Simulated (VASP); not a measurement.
Method: revPBE GGA, VASP's PBE PAW potentials (set 64) (plane waves; VASP). For the first row: Numerical set-up: 520 eV cut-off, 7×7×11 Γ-centred mesh, first-order Methfessel-Paxton smearing of 0.10 eV, potentials Mn_pv O.

| system | energy (eV/atom) |
|---|---|
| MnO2 (rutile) | -7.6178 |
| Mn atom | -5.2617 |
| O atom | -1.9762 |

Atoms are spin-polarised in a large box without symmetry, with the spin fixed by Hund's rule, and may not be in the lowest state of each functional; no zero-point energy is added.

What is the cohesive energy per atom of MnO$_{2}$?

The references average (2×(-5.2617) + 4×(-1.9762))/6 = -3.0714 eV, so the cohesive energy is -3.0714 − (-7.6178) = 4.546 eV/atom.
